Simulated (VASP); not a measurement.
Method: r2SCAN meta-GGA, VASP's PBE PAW potentials (set 64) (plane waves; VASP 6.6.1).

Input for VASP

File POSCAR:
```
P
1
   -1.6965868258     2.5246242089     1.8699220921
    1.6965868258    -2.5246242089     1.8699220921
    1.6965868258     2.5246242089    -1.8699220921
P
2
Direct
  0.8036843266   0.0536843266   0.7500000000
  0.1963156734   0.9463156734   0.2500000000
```

**KPOINTS_OPT**
```
k-points along high-symmetry lines
5
Line-mode
Reciprocal
  0.000000   0.000000   0.000000 ! GAMMA
  0.500000  -0.500000   0.500000 ! X

  0.500000  -0.500000   0.500000 ! X
  0.363072  -0.363072   0.636928 ! F_0

 -0.363072   0.363072   0.363072 ! SIGMA_0
  0.000000   0.000000   0.000000 ! GAMMA

  0.000000   0.000000   0.000000 ! GAMMA
  0.386565   0.386565  -0.386565 ! LAMBDA_0

  0.613435  -0.386565   0.386565 ! G_0
  0.500000  -0.500000   0.500000 ! X

  0.000000   0.000000   0.000000 ! GAMMA
  0.000000   0.500000   0.000000 ! R

  0.000000   0.500000   0.000000 ! R
  0.250000   0.250000   0.250000 ! W

  0.250000   0.250000   0.250000 ! W
  0.500000   0.000000   0.000000 ! S

  0.500000   0.000000   0.000000 ! S
  0.000000   0.000000   0.000000 ! GAMMA

  0.000000   0.000000   0.000000 ! GAMMA
  0.000000   0.000000   0.500000 ! T

  0.000000   0.000000   0.500000 ! T
  0.250000   0.250000   0.250000 ! W
```

### KPOINTS
```
Automatic
0
gamma
  16 16 16
```

**INCAR**
```
# general
SYSTEM   =  P
PREC     =  Accurate
ENCUT    =  400
LREAL    =  .FALSE.
LASPH    =  .TRUE.

# electronic loop
EDIFF    =  1E-7
NELM     =  100
ALGO     =  Normal
LMIXTAU  =  .TRUE.

# smearing
ISMEAR   =  -5

# functional
METAGGA  =  R2SCAN

# ions
ISIF     =  2

# output
LWAVE    =  .FALSE.
LCHARG   =  .FALSE.
LORBIT   =  11
NEDOS    =  601
```

POTCAR, in this order: P (PBE.64 set). Program: vasp_std.

What VASP printed:

OUTCAR:
```
 ion  position               nearest neighbor table
   1  0.804  0.054  0.750-   2 2.24   2 2.24   2 2.56   2 2.56   2 2.84   2 2.84
   2  0.196  0.946  0.250-   1 2.24   1 2.24   1 2.56   1 2.56   1 2.84   1 2.84
  LATTYP: Found a body centered orthorhombic cell.
 ALAT       =     3.3931736516
 B/A-ratio  =     1.1021670472
 C/A-ratio  =     1.4880607173
 Subroutine PRICEL returns:
 Original cell was already a primitive cell.
 Subroutine GETGRP returns: Found  8 space group operations
The static configuration has the point symmetry C_2h.
 The point group associated with its full space group is D_2h.
The dynamic configuration has the point symmetry C_2h.
 Subroutine INISYM returns: Found  8 space group operations
 Subroutine IBZKPT returns following result:
 Found    621 irreducible k-points:

 Following reciprocal coordinates:
            Coordinates               Weight
  0.000000  0.000000  0.000000      1.000000
  0.062500 -0.000000  0.000000      4.000000
  0.125000 -0.000000  0.000000      4.000000
  0.187500  0.000000  0.000000      4.000000
  0.250000 -0.000000  0.000000      4.000000
  0.312500 -0.000000  0.000000      4.000000
...
```

OSZICAR:
```
       N       E                     dE             d eps       ncg     rms          rms(c)
DAV:   1     0.701264778644E+01    0.70126E+01   -0.40749E+03 11202   0.796E+02
DAV:   2    -0.190003690051E+02   -0.26013E+02   -0.25516E+02 17292   0.114E+02
DAV:   3    -0.196776023550E+02   -0.67723E+00   -0.67446E+00 13988   0.195E+01
DAV:   4    -0.196820427334E+02   -0.44404E-02   -0.44339E-02 16008   0.164E+00
DAV:   5    -0.196820621124E+02   -0.19379E-04   -0.19348E-04 14273   0.779E-02    0.761E+00
DAV:   6    -0.176587745916E+02    0.20233E+01   -0.33448E-01 11634   0.461E+00    0.503E+00
DAV:   7    -0.184639612018E+02   -0.80519E+00   -0.36399E-01 11322   0.540E+00    0.123E+00
DAV:   8    -0.177424150513E+02    0.72155E+00   -0.28533E-01 11237   0.505E+00    0.283E-01
DAV:   9    -0.177497635791E+02   -0.73485E-02   -0.27079E-03 15333   0.578E-01    0.165E-01
DAV:  10    -0.177488703225E+02    0.89326E-03   -0.30447E-04 13371   0.131E-01    0.203E-01
DAV:  11    -0.177529196577E+02   -0.40493E-02   -0.22314E-03 11363   0.546E-01    0.476E-02
DAV:  12    -0.177530255087E+02   -0.10585E-03   -0.10870E-04 14157   0.108E-01    0.424E-02
DAV:  13    -0.177530051133E+02    0.20395E-04   -0.28957E-06 13156   0.194E-02    0.308E-02
DAV:  14    -0.177530678480E+02   -0.62735E-04   -0.34731E-05 11995   0.566E-02    0.663E-03
DAV:  15    -0.177530657513E+02    0.20967E-05   -0.19351E-06 12032   0.156E-02    0.549E-03
DAV:  16    -0.177530687491E+02   -0.29977E-05   -0.50730E-07 11977   0.836E-03    0.388E-03
DAV:  17    -0.177530688211E+02   -0.72063E-07   -0.86745E-08  6059   0.324E-03
   1 F= -.17753069E+02 E0= -.17753069E+02  d E =0.000000E+00
       N       E                     dE             ncg
```

### OUTCAR
```
------------------------ aborting loop because EDIFF is reached ----------------------------------------
  FORCE on cell =-STRESS in cart. coord.  units (eV):
  Direction    XX          YY          ZZ          XY          YZ          ZX
  --------------------------------------------------------------------------------------
  Total        0.0293117     -0.0529076      0.0337767      0.0000000     -0.0000000      0.0000000
  in kB        1.4658685     -2.6458911      1.6891622      0.0000000     -0.0000000      0.0000000
  external PRESSURE =       0.1697132 kB  Pullay stress =       0.0000000 kB
  volume of cell :       32.04
      direct lattice vectors                 reciprocal lattice vectors
    -1.696586826  2.524624209  1.869922092     0.000000000  0.198049277  0.267390819
     1.696586826 -2.524624209  1.869922092     0.294709350  0.000000000  0.267390819
     1.696586826  2.524624209 -1.869922092     0.294709350  0.198049277  0.000000000
 POSITION                                       TOTAL-FORCE (eV/Angst)
 -----------------------------------------------------------------------------------
      0.00000      3.78694      0.20077        -0.000000     -0.000000      0.029391
      1.69659     -1.26231      1.66915         0.000000      0.000000     -0.029391
 -----------------------------------------------------------------------------------
    total drift:                               -0.000000      0.000000     -0.000000
  FREE ENERGIE OF THE ION-ELECTRON SYSTEM (eV)
  ---------------------------------------------------
  free  energy   TOTEN  =       -17.7530688211 eV

  energy  without entropy=      -17.7530688211  energy(sigma->0) =      -17.75306882

 total charge

# of ion       s       p       d       tot
------------------------------------------
    1        1.080   1.345   0.000   2.425
    2        1.080   1.345   0.000   2.425
--------------------------------------------------
tot          2.160   2.690   0.000   4.850
```
(Selected blocks of OUTCAR.)

For a metal the tetrahedron method with Blöchl corrections gives inexact stress and forces.

The structure comes from a computed database's P entry (Imma); how it stands against other phases isn't given here. It was relaxed first.
